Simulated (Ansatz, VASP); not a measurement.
## SnO2 (Cassiterite): VASP beside Ansatz

Wanted: the spread between two codes on one cell, functional and k mesh. The structure shown is the end of the Ansatz relaxation below. Other levels of theory on this material are compared in a session of their own.

Method: plane waves, with VASP 6.6.1 beside it; PBE, in Ansatz 0.2.0.

### Step 1. The starting structure

The structure is tetragonal, space group P4_2/mnm (No. 136). The conventional cell has a = 4.624 Å, b = 4.624 Å, c = 3.177 Å, α = 90.00°, β = 90.00°, γ = 90.00°. O has 3 Sn at 2.00 to 2.04 Å nearest. Nearest to Sn lie 6 O at 2.00 to 2.04 Å. Farther neighbours and most contacts between anions are not listed.

### Step 2. Ansatz: relaxation, PBE

Ansatz runs on its PAW soft_1 files.

This run makes the geometry at which the two programs are then compared.

The input, input.yaml:

```yaml
crystal:
  lattice:
    - [4.630940326, 0.0, 0.0]
    - [0.0, 4.630940326, 0.0]
    - [0.0, 0.0, 3.1668501077]
  atoms:
    - { symbol: O, position: [0.3054473853, 0.3054473853, 0.0] }
    - { symbol: O, position: [0.1945526147, 0.8054473853, 0.5] }
    - { symbol: O, position: [0.6945526147, 0.6945526147, 0.0] }
    - { symbol: O, position: [0.8054473853, 0.1945526147, 0.5] }
    - { symbol: Sn, position: [0.0, 0.0, 0.0] }
    - { symbol: Sn, position: [0.5, 0.5, 0.5] }
kpoints:
  mp_grid: { grid: [10, 10, 12] }
hamiltonian:
  xc: pbe
  pseudopotentials: { kind: paw, azcp: { folder: soft_1 } }
scf:
  occupations: { method: gaussian, width: 0.02 }
output:
  forces: true
  stress: true
  eigenvalues: true
relax:
  adjacent_minimum: "off"
  f_tol: 0.001
  max_steps: 60
  cell: { stress_tol: 0.01, fix: [volume] }
```

On the command line:

```bash
ansatz run input.yaml --threads 8 --pin off --max-ram 16384MiB --backend cpu --events-out ev --progress --plain --runs-dir out
```

Numbers of over 12 decimals in the logs are rounded to 6 here.

What it wrote:

```text
Engine: ansatz 0.2.0, x86_64-unknown-linux-gnu
Pseudopotentials: kind: paw
Pseudopotential: O, paw, valence charge 6, recommended cutoff 420 eV (normal), soft_1/O.paw.azcp
Pseudopotential: Sn, paw, valence charge 14, recommended cutoff 420 eV (normal), soft_1/Sn.paw.azcp
Functional definition: PBE
  parameter kappa = 0.804
  parameter beta = 0.066725
  exchange = pbe_x(kappa = kappa, mu = beta*pi^2/3)
  correlation = pbe_c(beta = beta)
Crystal: 6 atoms, lattice volume = 67.915 Å³
Basis set: ecut = 420 eV, 1323 PW (Γ), exchange–correlation on 64×64×48 points (8 copies of the dense FFT grid, shifted against one another)
Bands: 32, of which v1, the nominal top of the filled ones, is band 26 counted from 1 (25 counted from 0)
Symmetry: 16 space group operations
Space group: P42/mnm (ITA 136), of the structure as read, at distance tolerance 4.1e-5 Å
k-points: 147 of 1200
Non-local potential: O, projectors of the file, l = 0: 2, l = 1: 2, l = 2: 1
Non-local potential: Sn, projectors of the file, l = 0: 2, l = 1: 2, l = 2: 2, l = 3: 1
PAW form: soft (Blöchl's): semilocal exchange-correlation on the pseudo side does not see the compensation charge
PAW one-centre angular grid: O, 110 points (default); XC on 64 Gauss nodes
PAW one-centre angular grid: Sn, 590 points (default); XC on 64 Gauss nodes
Initial density: superposition of atomic densities (chi_scale 0.1, normalization cell, long waves kept (reshape's long-wave potential 0.00 eV rms))
Initial wavefunctions: pseudopotential atomic-orbital guess
Functional: x = pbe(κ = 0.804, μ = 0.219515), c = pbe(β = 0.066725)
SCF iter   1: F=—  HF=-14318.652710 eV  |F-HF|=—  |Δ(HF+E_count)|=         —  Δρ=8.84e-2  dr2=4.27e0  ethr=3.10e-3  ⟨swp⟩=6.2  Hψ=21247  notcnv=0
preconditioner: auto → Resta (q_TF=auto, 2.610 Å⁻¹)  ε∞=3.5  [insulator: Δε(μ)=2.331 eV  Ē_g=20.663 eV  σ=0.020 eV  W_gap=1.00  n_scr=18 (ndim 8)  ℏωp=32.5 eV  f_vac=0.000  D(μ)=0.00/eV (n_scr^D=0)  ε∞_Penn≈3.5]
SCF iter   2: F=—  HF=-14317.696711 eV  |F-HF|=—  |Δ(HF+E_count)|=   9.56e-1  Δρ=3.86e-2  dr2=5.41e-1  ethr=3.10e-3  ⟨swp⟩=2.0  Hψ=8722  notcnv=0  defer=254
SCF iter   3: F=—  HF=-14317.650264 eV  |F-HF|=—  |Δ(HF+E_count)|=   4.64e-2  Δρ=1.43e-2  dr2=1.01e-1  ethr=1.04e-3  ⟨swp⟩=3.0  Hψ=6571  notcnv=0  defer=254
SCF iter   4: F=—  HF=-14317.654874 eV  |F-HF|=—  |Δ(HF+E_count)|=   4.61e-3  Δρ=2.32e-3  dr2=3.06e-3  ethr=1.94e-4  ⟨swp⟩=2.8  Hψ=7159  notcnv=0  defer=254
SCF iter   5: F=—  HF=-14317.657441 eV  |F-HF|=—  |Δ(HF+E_count)|=   2.57e-3  Δρ=8.03e-4  dr2=2.92e-4  ethr=5.88e-6  ⟨swp⟩=2.9  Hψ=8800  notcnv=0  defer=254
SCF iter   6: F=—  HF=-14317.657848 eV  |F-HF|=—  |Δ(HF+E_count)|=   4.07e-4  Δρ=9.11e-5  dr2=4.42e-6  ethr=5.61e-7  ⟨swp⟩=2.0  Hψ=7412  notcnv=0  defer=254
SCF iter   7: F=—  HF=-14317.657814 eV  |F-HF|=—  |Δ(HF+E_count)|=   3.40e-5  Δρ=1.36e-5  dr2=1.16e-7  ethr=8.50e-9  ⟨swp⟩=2.1  Hψ=7454  notcnv=0  defer=254
SCF iter   8: F=-14317.657814 eV  HF=-14317.657814 eV  |F-HF|=5.25e-9  |Δ(HF+E_count)|=   1.55e-7  Δρ=2.41e-6  dr2=4.04e-9  ethr=1.92e-10  ⟨swp⟩=11.3  Hψ=22196  notcnv=0
SCF 1 converged in 8 iterations: F = -14317.657814 eV  dr2 = 4.04e-9
  greatest PAW one-centre occupation: 0.997 electrons in one spin orbital (limit 2), on the Sn atom at site 5 (counted from 0), in its partial waves of l = 2
relax step   1: F+E_penalty+E_count = -14317.65781430 eV  Δ(F+E_penalty+E_count) = +0.000e0 eV  max|allowed force component| = 4.157e-2 eV/Å  Δτ_max = 0.0000 Å  P = +23.490 GPa  Ω = 67.915 Å³  fix = [volume]  reactions: volume +23.490 GPa  (8 SCF iters, dr2 threshold 1.00e-7 eV, accepted)
[...]
relax step   2: F+E_penalty+E_count = -14317.65860739 eV  Δ(F+E_penalty+E_count) = -7.931e-4 eV  max|allowed force component| = 3.472e-2 eV/Å  Δτ_max = 0.0008 Å  P = +23.347 GPa  Ω = 67.915 Å³  energy of the carried Pulay correction = +1.071e-16 eV  fix = [volume]  reactions: volume +23.347 GPa  (4 SCF iters, dr2 threshold 6.00e-7 eV, accepted)
[...]
relax step   3: F+E_penalty+E_count = -14317.65877686 eV  Δ(F+E_penalty+E_count) = -1.695e-4 eV  max|allowed force component| = 9.462e-3 eV/Å  Δτ_max = 0.0020 Å  P = +23.277 GPa  Ω = 67.915 Å³  fix = [volume]  reactions: volume +23.277 GPa  (4 SCF iters, dr2 threshold 1.37e-7 eV, accepted)
[...]
relax step   4: F+E_penalty+E_count = -14317.65878943 eV  Δ(F+E_penalty+E_count) = -1.257e-5 eV  max|allowed force component| = 8.089e-6 eV/Å  Δτ_max = 0.0005 Å  P = +23.285 GPa  Ω = 67.915 Å³  energy of the carried Pulay correction = +1.071e-16 eV  fix = [volume]  reactions: volume +23.285 GPa  (4 SCF iters, dr2 threshold 5.60e-9 eV, accepted)
[...]
relax step   5: F+E_penalty+E_count = -14317.65871672 eV  Δ(F+E_penalty+E_count) = +7.271e-5 eV  max|allowed force component| = 1.100e-5 eV/Å  Δτ_max = 0.0000 Å  P = +23.285 GPa  Ω = 67.915 Å³  fix = [volume]  reactions: volume +23.285 GPa  stress off target by 6.75e-3 GPa on what of the cell is left free  SCF on the basis re-selected at this cell (its energy is not comparable with the rows above)  (6 SCF iters)
basis re-selected at this cell: Δ(F+E_penalty+E_count) = +7.271e-5 eV, ΔP = -0.001 GPa vs the last step (what re-selecting the basis moved, of the pressure what is left beyond the Pulay correction that the steps carried, after the strain that the cell walked since its last selection, with what the two solves' SCF thresholds leave and, on support functions, any second-order correction that the steps lacked; it is no m [...]
SCF converged after 6 iterations
Free energy (F): -14317.658717 eV
Harris-Foulkes:  -14317.658717 eV  (|F-HF|=1.82e-12)
Internal energy: -14317.658717 eV  (E = F + TS)
E sigma→0 (E₀):  -14317.658717 eV
Fermi energy:    11.277485 eV
--- Per-component energies (eV) ---
  E_band       = -70.456792
  E_kinetic    = 1027.465836
  E_local      = -3043.387021  (includes V_loc(G=0)·N_el)
  E_nonlocal   = 503.391048
  E_hartree    = 1403.224757
  E_xc         = -538.334989
  E_vxc        = -527.386356  (∫ρ·V_xc dr)
  E_paw        = -9402.614987  (= ΣΔE_a)
  E_vpaw       = -836.993666  (= ΣTr[D̂ρ^β])
  E_aug_tail   = 0.003855  (compensation charges beyond the density's cutoff)
  E_ewald      = -4267.407216
  E_smearing   = -0.000000  (= −TS)
  E_closure    = 0.000000  (closes the sum)
  Σ components = -14317.658717   (vs F -14317.658717, Δ=0.00e0)
--- Forces (eV/Å), atoms counted from 1 ---
  atom   1  O     -0.00001100    -0.00001100     0.00000000
  atom   2  O      0.00001100    -0.00001100    -0.00000000
  atom   3  O      0.00001100     0.00001100    -0.00000000
  atom   4  O     -0.00001100     0.00001100     0.00000000
  atom   5  Sn     0.00000000    -0.00000000     0.00000000
  atom   6  Sn    -0.00000000     0.00000000     0.00000000
  max |Σ_I F_I| component: 1.73e-18 eV/Å
--- Stress (GPa, compression-positive) ---
       23.287913      -0.000000      -0.000000
       -0.000000      23.287913      -0.000000
       -0.000000      -0.000000      23.277784
  P = ⅓ Tr σ = 23.2845 GPa (232.845 kbar)
--- Band table (eV; the first three rows and the last of 147) ---
  k-point 0: bands = [... 22 lower, 9.1357, 9.5803, 9.5803, 10.3721, 12.1829, 16.8691, 16.8691, 16.8912, ... 2 higher]
  k-point 1: bands = [... 22 lower, 8.8411, 9.6146, 9.6146, 10.3062, 12.6339, 17.0573, 17.1802, 17.1802, ... 2 higher]
  k-point 2: bands = [... 22 lower, 8.3794, 9.5995, 9.5995, 10.1144, 13.6178, 17.4484, 17.9797, 17.9797, ... 2 higher]
  k-point 146: bands = [... 22 lower, 9.4011, 9.4011, 9.5179, 9.5179, 15.7919, 15.7919, 19.5999, 19.5999, ... 2 higher]
--- Relaxed structure (4 steps of the walk, 4 accepted, 1 SCFs on fresh bases) ---
  F+E_penalty+E_count = -14317.65871672 eV   max|allowed force component| = 1.100e-5 eV/Å   (the final SCF, on the basis selected at the relaxed cell)
  cell:  # Å, volume = 67.9150 Å³
    - [4.623739, 0, 0]
    - [0, 4.623739, 0]
    - [0, 0, 3.176722]
  atoms:
    - { symbol: O, position: [0.305331, 0.305331, 0] }
    - { symbol: O, position: [0.194669, 0.805331, 0.5] }
    - { symbol: O, position: [0.694669, 0.694669, 0] }
    - { symbol: O, position: [0.805331, 0.194669, 0.5] }
    - { symbol: Sn, position: [0, 0, 0] }
    - { symbol: Sn, position: [0.5, 0.5, 0.5] }
```

Reading the cycles: dr2 is the Hartree energy of the density residual (eV), the measure of convergence; HF is the Harris–Foulkes estimate of the energy, which meets the free energy F at convergence.

### Step 3. VASP: single point, PBE

The same cell, functional, mesh and smearing now go to VASP, with its own data sets.

Lines of VASP's logs that name or quote its potential files are left out, and so is its time.

The input, INCAR:

```
SYSTEM = SnO2
PREC = Accurate
ENCUT = 600
EDIFF = 1E-06
NELM = 120
ISMEAR = 0
SIGMA = 0.02
LREAL = .FALSE.
ALGO = Normal
GGA = PE
NBANDS = 32
LORBIT = 11
LWAVE = .FALSE.
LCHARG = .FALSE.
ISIF = 2
LASPH = .TRUE.
GGA_COMPAT = .FALSE.
EFERMI = MIDGAP
KPAR = 2
```

The input, POSCAR:

```
SnO2
1.0
    4.6237391713      0.0000000000      0.0000000000
    0.0000000000      4.6237391713      0.0000000000
    0.0000000000      0.0000000000      3.1767220902
O Sn
4 2
Direct
    0.3053314588      0.3053314588      0.0000000000
    0.1946685412      0.8053314588      0.5000000000
    0.6946685412      0.6946685412      0.0000000000
    0.8053314588      0.1946685412      0.5000000000
    0.0000000000      0.0000000000      0.0000000000
    0.5000000000      0.5000000000      0.5000000000
```

The input, KPOINTS:

```
Automatic mesh
0
Gamma
10 10 12
0 0 0
```

The projector-augmented-wave data sets are O and Sn_d (PBE family, release 64).

On the command line:

```bash
mpirun -np 2 vasp_std
```

What it wrote:

```text
[banner, memory and clock lines left out]
running    2 mpi-ranks, on    1 nodes
 distrk:  each k-point on    1 cores,    2 groups
 distr:  one band on    1 cores,    1 groups

 POSCAR found type information on POSCAR O Sn
 POSCAR found :  2 types and       6 ions
 LDA part: xc-table for (Slater+PW92), standard interpolation
 POSCAR, INCAR and KPOINTS ok, starting setup
 FFT: planning ... GRIDC
 FFT: planning ... GRID_SOFT
 FFT: planning ... GRID
 WAVECAR not read
 entering main loop
       N       E                     dE             d eps       ncg     rms          rms(c)
DAV:   1     0.681987502617E+03    0.68199E+03   -0.28678E+04 10312   0.283E+03
DAV:   2     0.606602992859E+02   -0.62133E+03   -0.59623E+03 10424   0.721E+02
DAV:   3    -0.380219451150E+02   -0.98682E+02   -0.97214E+02 10552   0.232E+02
DAV:   4    -0.430451775599E+02   -0.50232E+01   -0.49963E+01 11408   0.569E+01
DAV:   5    -0.431923524753E+02   -0.14717E+00   -0.14711E+00 11672   0.100E+01    0.167E+01
DAV:   6    -0.366848711504E+02    0.65075E+01   -0.22497E+01 15616   0.699E+01    0.633E+00
DAV:   7    -0.368145314871E+02   -0.12966E+00   -0.22318E+00 10928   0.882E+00    0.338E+00
DAV:   8    -0.367960289357E+02    0.18503E-01   -0.22801E-01 13584   0.589E+00    0.734E-01
DAV:   9    -0.367857606206E+02    0.10268E-01   -0.60766E-02 14992   0.413E+00    0.151E-01
DAV:  10    -0.367863210737E+02   -0.56045E-03   -0.47482E-03 10936   0.524E-01    0.727E-02
DAV:  11    -0.367864580910E+02   -0.13702E-03   -0.35632E-04 12904   0.145E-01    0.167E-02
DAV:  12    -0.367864579025E+02    0.18850E-06   -0.24252E-05 13200   0.680E-02    0.840E-03
DAV:  13    -0.367864568944E+02    0.10080E-05   -0.67882E-06 11832   0.498E-02    0.249E-03
DAV:  14    -0.367864564984E+02    0.39601E-06   -0.10782E-06  7216   0.133E-02
   1 F= -.36786456E+02 E0= -.36786456E+02  d E =0.000000E+00
```

Parts of OUTCAR (step 3):

```text
ion  position               nearest neighbor table
   1  0.305  0.305  0.000-   5 2.00   6 2.04   6 2.04
   2  0.195  0.805  0.500-   6 2.00   5 2.04   5 2.04
   3  0.695  0.695  0.000-   5 2.00   6 2.04   6 2.04
   4  0.805  0.195  0.500-   6 2.00   5 2.04   5 2.04
   5  0.000  0.000  0.000-   1 2.00   3 2.00   2 2.04   4 2.04   2 2.04   4 2.04   6 3.63   6 3.63
                             6 3.63   6 3.63   6 3.63   6 3.63   6 3.63   6 3.63
   6  0.500  0.500  0.500-   2 2.00   4 2.00   3 2.04   1 2.04   1 2.04   3 2.04   5 3.63   5 3.63
                             5 3.63   5 3.63   5 3.63   5 3.63   5 3.63   5 3.63

  LATTYP: Found a simple tetragonal cell.
 ALAT       =     4.6237391713
 C/A-ratio  =     0.6870461271

 Subroutine GETGRP returns: Found 16 space group operations
 (whereof  8 operations were pure point group operations)

The static configuration has the point symmetry D_2h.
 The point group associated with its full space group is D_4h.

 Found    147 irreducible k-points:

   k-points           NKPTS =    147   k-points in BZ     NKDIM =    147   number of bands    NBANDS=     32

   dimension x,y,z NGX =    40 NGY =   40 NGZ =   28
   dimension x,y,z NGXF=    80 NGYF=   80 NGZF=   56

   ENCUT  =  600.0 eV  44.10 Ry    6.64 a.u.   9.23  9.23  6.34*2*pi/ulx,y,z

   NELECT =      52.0000    total number of electrons

 k-points in reciprocal lattice and weights: Automatic mesh
   0.00000000  0.00000000  0.00000000       0.001
   0.10000000  0.00000000  0.00000000       0.003
   0.20000000  0.00000000  0.00000000       0.003
   0.30000000  0.00000000  0.00000000       0.003
   0.40000000  0.00000000  0.00000000       0.003
   0.50000000  0.00000000  0.00000000       0.002
   0.10000000  0.10000000  0.00000000       0.003
   0.20000000  0.10000000  0.00000000       0.007
   0.30000000  0.10000000  0.00000000       0.007
[...]
0.50000000  0.40000000  0.50000000       0.003
   0.50000000  0.50000000  0.50000000       0.001

 average (electrostatic) potential at core
       1 -67.1574       2 -67.1574       3 -67.1574       4 -67.1574       5 -98.4769
       6 -98.4769

 E-fermi :   7.6735

 k-point     1 :       0.0000    0.0000    0.0000
  band No.  band energies     occupation
    ...
     22       5.5242      2.00000
     23       5.5242      2.00000
     24       5.9697      2.00000
     25       5.9697      2.00000
     26       6.7722      2.00000
     27       8.5748      0.00000
     28      13.2392      0.00000
     29      13.2392      0.00000
     30      13.2680      0.00000
     31      17.5252      0.00000
    ...

 k-point     2 :       0.1000    0.0000    0.0000
  band No.  band energies     occupation
    ...
     22       5.5265      2.00000
     23       5.5340      2.00000
     24       5.7509      2.00000
     25       5.9786      2.00000
     26       6.7163      2.00000
     27       8.8489      0.00000
     28      13.1425      0.00000
     29      13.2849      0.00000
     30      13.3987      0.00000
     31      17.6329      0.00000
    ...

 k-point     3 :       0.2000    0.0000    0.0000
  band No.  band energies     occupation
    ...
     22       5.2753      2.00000
     23       5.5329      2.00000
     24       5.5523      2.00000
     25       6.0032      2.00000
     26       6.5649      2.00000
     27       9.4878      0.00000
     28      13.0059      0.00000
     29      13.4272      0.00000
     30      13.5993      0.00000
     31      17.9455      0.00000
    ...

  Total       10.1115673     10.1115673     10.2385050     -0.0000000      0.0000000      0.0000000
  in kB      238.5410810    238.5410810    241.5356557     -0.0000000      0.0000000      0.0000000
  external PRESSURE =     239.5392726 kB  Pullay stress =       0.0000000 kB

  energy-cutoff  :      600.00
  volume of cell :       67.92
      direct lattice vectors                 reciprocal lattice vectors
     4.623739171  0.000000000  0.000000000     0.216275175  0.000000000  0.000000000
     0.000000000  4.623739171  0.000000000     0.000000000  0.216275175  0.000000000
     0.000000000  0.000000000  3.176722090     0.000000000  0.000000000  0.314789891

 POSITION                                       TOTAL-FORCE (eV/Angst)
 -----------------------------------------------------------------------------------
      1.41177      1.41177      0.00000        -0.011264     -0.011264      0.000000
      0.90010      3.72364      1.58836         0.011264     -0.011264      0.000000
      3.21197      3.21197      0.00000         0.011264      0.011264      0.000000
      3.72364      0.90010      1.58836        -0.011264      0.011264      0.000000
      0.00000      0.00000      0.00000         0.000000      0.000000      0.000000
      2.31187      2.31187      1.58836         0.000000      0.000000      0.000000
 -----------------------------------------------------------------------------------
    total drift:                                0.000000      0.000000      0.000000

  FREE ENERGIE OF THE ION-ELECTRON SYSTEM (eV)
  ---------------------------------------------------
  free  energy   TOTEN  =       -36.7864564984 eV

  energy  without entropy=      -36.7864564984  energy(sigma->0) =      -36.78645650

 total charge
# of ion       s       p       d       tot
------------------------------------------
    1        1.558   3.558   0.000   5.116
    2        1.558   3.558   0.000   5.116
    3        1.558   3.558   0.000   5.116
    4        1.558   3.558   0.000   5.116
    5        0.884   1.172  10.446  12.502
    6        0.884   1.172  10.446  12.502
--------------------------------------------------
tot          8.001  16.576  20.892  45.469

[... 3 further parts left out ...]
```

The run ends at a pressure of 23.95 GPa, with forces up to 0.016 eV/Å.

### Step 4. Comparison

Known differences besides the potentials themselves: the cutoff is 420 eV in Ansatz and 600 eV in VASP; Ansatz's pressure holds a Pulay correction, VASP's none. Total energies have different zeros and are not compared.

Compared:

| quantity | Ansatz | VASP | difference |
| --- | --- | --- | --- |
| pressure (GPa) | 23.28 | 23.95 | -0.67 |
| gap on the k mesh (eV) | 1.811 | 1.803 | +0.008 |

The largest component of a force difference here is 11 meV/Å. A gap on the mesh is an upper bound, since the band edges may lie between its points.

### Step 5. Outcome

```yaml
difference_in_gap_on_the_k_mesh_single_point_pbe: 0.0082 eV
r_m_s_force_difference_single_point_pbe: 7.5 meV/Å
difference_in_pressure_single_point_pbe: -0.67 GPa
```

What this shows: The difference in pressure is -0.67 GPa (single point, PBE), within the 1 GPa picked in this series as the mark of a large difference. 7 further pairs of this series are not shown here. Such differences can come from data sets, numerical settings and the points named under the comparisons, not from the functional's error against experiment.

[Lines on the potential files, build, host, timing and source positions are cut from VASP's logs without a mark.]

[Logs are printed without paths, hosts, clocks, repeated set-up lines and the standing remarks that a program may print on its own settings, such as how far it seeks lower states.]

[Hosts, paths, dates, database ids (printed as entryN), source tags and the programs' standing remarks are cut or masked in the printed files.]
